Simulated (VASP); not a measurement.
# Be3Se2S in VASP: a series of runs, part 2 of 2

VASP 6.6.1.

### Step 3. Relaxation of cell and atoms, PBE

This run uses another cell than the first one, of 18.51 Å³/atom, 0.940 times its volume.

Contents of INCAR:

```
SYSTEM = Be3Se2S
ALGO     = Fast           ! electronic algorithm
EDIFF    = 1E-4           ! SCF threshold, eV
EDIFFG   = -0.08          ! ionic threshold
ENCUT    = 520            ! plane-wave cutoff, eV
GGA      = PE             ! functional
IBRION   = 2              ! ionic algorithm
ISIF     = 3              ! what is computed and relaxed
ISMEAR   = 0              ! smearing method
LASPH    = .True.         ! aspherical terms in the spheres
LCHARG   = .False.        ! write CHGCAR
LREAL    = .False.        ! projectors in reciprocal space
LWAVE    = .False.        ! write WAVECAR
NELM     = 60             ! most SCF steps
NSW      = 24             ! ionic steps
PREC     = Normal         ! precision mode
SIGMA    = 0.15           ! smearing width, eV
```

Contents of KPOINTS:

```
k-points
0
Gamma
  3 3 4
  0 0 0
```

Contents of POSCAR:

```
Be3Se2S
1.0
    5.5710774700      0.0000000000      0.0000000000
   -2.7855387300      4.8246946100      0.0000000000
    0.0000000000      0.0000000000      4.1325790900
Be Se S
3 2 1
Direct
    0.5000000000      0.0000000000      0.5000000000
    0.0000000000      0.5000000000      0.5000000000
    0.5000000000      0.5000000000      0.5000000000
    0.3333333300      0.6666666700      0.5000000000
    0.6666666700      0.3333333300      0.5000000000
    0.0000000000      0.0000000000      0.0000000000
```

Potentials or basis: VASP PAW PBE potentials, release 64 (Be, Se, S).

Command:

```
$ cat potpaw_PBE.64/Be/POTCAR potpaw_PBE.64/Se/POTCAR potpaw_PBE.64/S/POTCAR > POTCAR
$ mpirun -np 1 vasp_std > vasp.out
```

OUTCAR:

```text
SYSTEM = Be3Se2S
   EDIFF = 1E-4
   EDIFFG = -0.08
   ENCUT = 520
   GGA = PE
   IBRION = 2
   ISIF = 3
   ISMEAR = 0
   LASPH = .True.
   LREAL = .False.
   NELM = 60
   NSW = 24
   PREC = Normal

 ion  position               nearest neighbor table
   1  0.500  0.000  0.500-   4 1.61   5 1.61
   2  0.000  0.500  0.500-   4 1.61   5 1.61
   3  0.500  0.500  0.500-   4 1.61   5 1.61
   4  0.333  0.667  0.500-   1 1.61   2 1.61   3 1.61
   5  0.667  0.333  0.500-   1 1.61   2 1.61   3 1.61
   6  0.000  0.000  0.000-

  LATTYP: Found a hexagonal cell.
 ALAT       =     5.5710774700
 C/A-ratio  =     0.7417917113

  Lattice vectors:

 A1 = (   5.5710774700,   0.0000000000,   0.0000000000)
 A2 = (  -2.7855387300,   4.8246946100,   0.0000000000)
 A3 = (   0.0000000000,   0.0000000000,   4.1325790900)

Analysis of symmetry for initial positions (statically):
=====================================================================
 Subroutine PRICEL returns:
 Original cell was already a primitive cell.

 Routine SETGRP: Setting up the symmetry group for a
 hexagonal supercell.

 Subroutine GETGRP returns: Found 24 space group operations
 (whereof 24 operations were pure point group operations)
 out of a pool of 24 trial point group operations.

The static configuration has the point symmetry D_6h.

Analysis of symmetry for dynamics (positions and initial velocities):
=====================================================================
[... 192 lines left out ...]

 number of electron      23.9999997 magnetization

 E-fermi :  -0.6727     XC(G=0):  -6.1038

 val. band max:       -0.7647628971   @ k =   0.3333  -0.0000   0.0000
 cond. band min:      -0.6390397400   @ k =   0.3333   0.3333   0.0000
 fundamental gap:      0.1257231571
 Fermi energy:        -0.6727401185

 k-point     1 :       0.0000    0.0000    0.0000
  band No.  band energies     occupation
      1     -14.0704      2.00000
      2     -14.0148      2.00000
      3     -10.9004      2.00000
      4      -5.7847      2.00000
      5      -5.7847      2.00000
      6      -4.9017      2.00000
[... 233 lines left out ...]
  FREE ENERGIE OF THE ION-ELECTRON SYSTEM (eV)
  ---------------------------------------------------
  free  energy   TOTEN  =       -18.7254583963 eV

  energy  without entropy=      -18.6925184677  energy(sigma->0) =      -18.70898843

[... ionic steps 4 to 7 ...]

--------------------------------------- Ionic step        8  -------------------------------------------

 number of electron      23.9999983 magnetization

------------------------ aborting loop because EDIFF is reached ----------------------------------------
[... 75 lines left out ...]
--------------------------------------- Ionic step       10  -------------------------------------------

 number of electron      23.9999984 magnetization

 Free energy of the ion-electron system (eV)
  ---------------------------------------------------
  ext. energy  EPLUGINS =         0.00000000
  ---------------------------------------------------
  free energy    TOTEN  =       -19.03058601 eV

  energy without entropy =      -19.01002924  energy(sigma->0) =      -19.02030763

 E-fermi :   2.3444     XC(G=0):  -7.9200

 val. band max:        2.3233037804   @ k =   0.3333  -0.0000   0.5000
 cond. band min:       2.3654584016   @ k =   0.3333   0.3333   0.0000
 fundamental gap:      0.0421546212
 Fermi energy:         2.3443705146

 k-point     1 :       0.0000    0.0000    0.0000
  band No.  band energies     occupation
      1     -13.1655      2.00000
      2     -13.0320      2.00000
      3      -8.7922      2.00000
      4      -4.6846      2.00000
      5      -4.6846      2.00000
      6      -3.9999      2.00000
[... 193 lines left out ...]
  FREE ENERGIE OF THE ION-ELECTRON SYSTEM (eV)
  ---------------------------------------------------
  free  energy   TOTEN  =       -19.0305860137 eV

  energy  without entropy=      -19.0100292398  energy(sigma->0) =      -19.02030763

 reached required accuracy - stopping structural energy minimisation
```

OSZICAR:

```text
N       E                     dE             d eps       ncg     rms          rms(c)
DAV:   1     0.131639122989E+03    0.13164E+03   -0.10214E+04   288   0.125E+03
DAV:   2     0.993430051407E+00   -0.13065E+03   -0.12865E+03   416   0.214E+02
DAV:   3    -0.854277105351E+01   -0.95362E+01   -0.94630E+01   376   0.654E+01
[... 116 lines left out ...]
RMM:   3    -0.190334717708E+02    0.15445E-01   -0.33035E-02   288   0.104E+00    0.256E-01
RMM:   4    -0.190306668779E+02    0.28049E-02   -0.14089E-02   288   0.667E-01    0.233E-01
RMM:   5    -0.190306904571E+02   -0.23579E-04   -0.27699E-03   298   0.307E-01    0.615E-02
RMM:   6    -0.190305902381E+02    0.10022E-03   -0.44386E-04   225   0.135E-01    0.296E-02
RMM:   7    -0.190305860137E+02    0.42244E-05   -0.17551E-04   167   0.729E-02
  10 F= -.19030586E+02 E0= -.19020308E+02  d E =-.297755E+00
```

CONTCAR:

```text
Be3Se2S
   1.00000000000000
     6.9538033976645481    0.0000000015286615   -0.0000000000000000
    -3.4769016912674289    6.0221703848094430   -0.0000000000000000
     0.0000000000000000   -0.0000000000000000    3.4851497796199573
  Be              Se              S
     3     2     1
Direct
     0.5000000000000000    1.0000000000000000    0.5000000000000000
     0.0000000000000000    0.5000000000000000    0.5000000000000000
     0.5000000000000000    0.5000000000000000    0.5000000000000000
     0.3333333300000021    0.6666666699999979    0.5000000000000000
     0.6666666699999979    0.3333333300000021    0.5000000000000000
     0.0000000000000000    1.0000000000000000    0.0000000000000000

  0.00000000E+00  0.00000000E+00  0.00000000E+00
  0.00000000E+00  0.00000000E+00  0.00000000E+00
  0.00000000E+00  0.00000000E+00  0.00000000E+00
  0.00000000E+00  0.00000000E+00  0.00000000E+00
  0.00000000E+00  0.00000000E+00  0.00000000E+00
  0.00000000E+00  0.00000000E+00  0.00000000E+00
```

Wall time 83 s (1 thread of Intel Xeon Platinum 8259CL at 2.50GHz (Skylake/Cascade Lake), shared host); peak memory 0.17 GiB.

What came out:

```
Free energy                            : -19.0306 eV
Relaxed volume                         : 24.32 Å³/atom
Relaxed cell                           : a = 6.954 Å, b = 6.954 Å, c = 3.485 Å, α = 90.00°, β = 90.00°, γ = 120.00°
Space group after relaxing (to 0.05 Å) : P6/mmm (No. 191)
Energy gained by relaxing              : 2108.6 meV/atom
Ionic steps                            : 10
Pressure after relaxing                : 0.3 GPa
Band gap on the k mesh                 : none (metal or under the smearing width)
```

Stress tensor (GPa, compression positive):
```
 0.50  0.00  0.00
 0.00  0.50  0.00
 0.00  0.00 -0.17
```

The path:
```
step  energy change (eV)  largest force (eV/Å)  pressure (GPa)  volume (Å³)
   1              0.0000                0.0000           61.17       111.08
   2             -8.4400                0.0000           -6.46       251.90
   3            -12.3462                0.0000           -1.30       174.01
   4            -12.3562                0.0000           -0.82       172.62
   5            -12.3536                0.0000           -0.44       171.26
   6            -12.3992                0.0000           -0.41       168.20
   7            -12.5274                0.0000           -0.33       158.99
   8            -12.6200                0.0000            0.85       140.57
   9            -12.6363                0.0000           -0.05       149.30
  10            -12.6513                0.0000            0.28       145.95
```

Final structure:
```xyz
6
Lattice="6.9538 0.0000 0.0000 -3.4769 6.0222 0.0000 0.0000 0.0000 3.4851" Properties=species:S:1:pos:R:3 pbc="T T T"
Be    0.0000    6.0222    1.7426
Be   -1.7385    3.0111    1.7426
Be    1.7385    3.0111    1.7426
Se    0.0000    4.0148    1.7426
Se    3.4769    2.0074    1.7426
S    -3.4769    6.0222    0.0000
```

Levels at points of the mesh, in eV from the Fermi level:
| k point | band 8 | band 9 | band 10 | band 11 | band 12 | band 13 | band 14 | band 15 | band 16 |
| --- | --- | --- | --- | --- | --- | --- | --- | --- | --- |
| (0.00, 0.00, 0.00) | -2.66 | -1.79 | -1.79 | -1.65 | -0.05 | 0.55 | 1.65 | 1.65 | 3.51 |
| (0.00, 0.00, 0.50) | -5.90 | -4.70 | -2.29 | -0.90 | -0.90 | -0.53 | -0.53 | 1.21 | 1.21 |

Caveat: the k mesh is coarse (spacing up to 0.43 Å⁻¹), so the values aren't converged; the volume moved by over 15 % at a fixed basis, so the end points are rough; the relaxation stopped at a loose force limit of 0.08 eV/Å, so its end isn't a converged minimum.

### Step 4. Relaxation of cell and atoms, PBE

This run uses another cell than the first one, of 18.29 Å³/atom, 0.929 times its volume.

INCAR is that of step 3.

Contents of KPOINTS:

```
k-points
0
Gamma
  4 4 4
  0 0 0
```

Contents of POSCAR:

```
Be3Se2S
1.0
    2.4515379600      1.4153961000      5.2699925800
   -2.4515379600      1.4153961000      5.2699925800
    0.0000000000     -2.8307922000      5.2699925800
Be Se S
3 2 1
Direct
    0.5000000000      0.5000000000      0.0000000000
    0.0000000000      0.5000000000      0.5000000000
    0.5000000000      0.0000000000      0.5000000000
    0.1963705700      0.1963705700      0.1963705700
    0.8036294300      0.8036294300      0.8036294300
    0.5000000000      0.5000000000      0.5000000000
```

Command:

```
$ cat potpaw_PBE.64/Be/POTCAR potpaw_PBE.64/Se/POTCAR potpaw_PBE.64/S/POTCAR > POTCAR
$ mpirun -np 1 vasp_std > vasp.out
```

It took 3.8 min on 1 thread of Intel Xeon Platinum 8259CL at 2.50GHz (Skylake/Cascade Lake), shared host; peak memory 0.22 GiB.

The run converged. Its results:

```yaml
Free_energy: -23.6405 eV
Relaxed_volume: 18.00 Å³/atom
Relaxed_cell: a = 4.934 Å, b = 4.934 Å, c = 4.934 Å, α = 73.73°, β = 73.73°, γ = 73.73°
Space_group_after_relaxing_to_0.05_Å: R-3m (No. 166)
Energy_gained_by_relaxing: 1089.7 meV/atom
Ionic_steps: 23
Pressure_after_relaxing: 0.2 GPa
Largest_force_after_relaxing: 0.076 eV/Å
Band_gap_on_the_k_mesh: 1.46 eV, indirect (least direct gap 1.95 eV)
```

Forces on the atoms (eV/Å):
```
Be   0.000  0.000  0.000
Be   0.000  0.000  0.000
Be   0.000  0.000  0.000
Se   0.000  0.000 -0.076
Se   0.000  0.000  0.076
S    0.000  0.000  0.000
```

Stress tensor (GPa, compression positive):
```
-0.03  0.00  0.00
 0.00 -0.03  0.00
 0.00  0.00  0.66
```

The path:
```
step  energy change (eV)  largest force (eV/Å)  pressure (GPa)  volume (Å³)
   1              0.0000                2.2317           -6.27       109.72
   2             -1.7165                3.3460           -0.49        98.45
   3              4.1810               14.0821          100.97        65.90
   4             -1.9984                3.4049            3.09        92.33
   5             -2.9750                0.2764           29.44        78.97
   6             -3.0743                1.8515           17.86        83.34
   7             -3.1104                1.2414           21.29        81.85
   8             -3.5437                0.3248           25.59        81.65
   9             -3.6328                2.6998           32.18        81.21
  10             -4.5928                2.7573           25.03        86.36
  11             -5.9750                2.9111           10.24       102.30
  12             -6.0111                2.9508            7.74       106.45
  13             -6.3780                1.5281            3.76       108.84
  14             -6.4986                0.2298            0.28       111.23
  15             -6.4986                0.1788            0.22       111.33
  16             -6.5032                0.1767            0.02       111.46
  17             -6.5134                0.1817           -0.20       111.86
  18             -6.5175                0.1849           -0.90       112.62
  19             -6.5185                0.1890           -0.67       112.39
  20             -6.5251                0.1608           -0.61       111.60
  21             -6.5368                0.1104           -0.07       109.23
  22             -6.5380                0.0888            0.10       108.26
  23             -6.5379                0.0756            0.20       107.98
```

Final structure:
```
CELL_PARAMETERS angstrom
2.95980 1.70884 3.55804
-2.95980 1.70884 3.55804
0.00000 -3.41769 3.55804
ATOMIC_POSITIONS crystal
Be 0.50000 0.50000 0.00000
Be 0.00000 0.50000 0.50000
Be 0.50000 0.00000 0.50000
Se 0.20584 0.20584 0.20584
Se 0.79416 0.79416 0.79416
S 0.50000 0.50000 0.50000
```

Levels at points of the mesh, in eV from the valence-band top:
| k point | band 9 | band 10 | band 11 | band 12 | band 13 | band 14 | band 15 | band 16 |
| --- | --- | --- | --- | --- | --- | --- | --- | --- |
| (0.00, 0.00, 0.00) | -2.96 | -2.17 | -2.17 | -1.71 | 1.88 | 2.68 | 2.71 | 2.71 |
| (0.50, 0.00, 0.00) | -3.07 | -2.30 | -1.80 | -0.52 | 1.53 | 2.95 | 3.38 | 4.74 |
| (0.50, 0.50, 0.00) | -2.53 | -2.40 | -0.76 | -0.48 | 1.46 | 2.79 | 3.23 | 3.89 |
| (0.50, 0.50, 0.50) | -2.81 | -0.63 | 0.00 | 0.00 | 2.06 | 2.06 | 5.11 | 5.72 |

Caveat: the relaxation stopped at a loose force limit of 0.08 eV/Å, so its end isn't a converged minimum. A k mesh can miss the band edges.

### Step 5. Summary

```csv
k mesh,mesh quality,gap on the mesh (eV),pressure (GPa),relaxed volume (Å³/atom),largest force (eV/Å)
3 × 3 × 3,coarse,none,-0.2,16.09,0.05
3 × 3 × 4,coarse,none,0.3,24.32,-
4 × 4 × 4,not flagged,1.46,0.2,18.00,0.08
```

Alike in all rows: task relaxation of cell and atoms; level PBE; potentials or basis VASP PAW PBE potentials, release 64 (Be, Se, S); no spin polarisation; cell relaxed; cutoff (eV) 520; smearing gaussian 0.15 eV.

Caveats: some runs use coarse meshes; the relaxation stopped at a loose force limit of 0.08 eV/Å, so its end isn't a converged minimum; the volume moved by over 15 % at a fixed basis, so the end points are rough (some runs).

Total energies depend on the potentials used, so only differences within one code and one set of settings carry meaning.
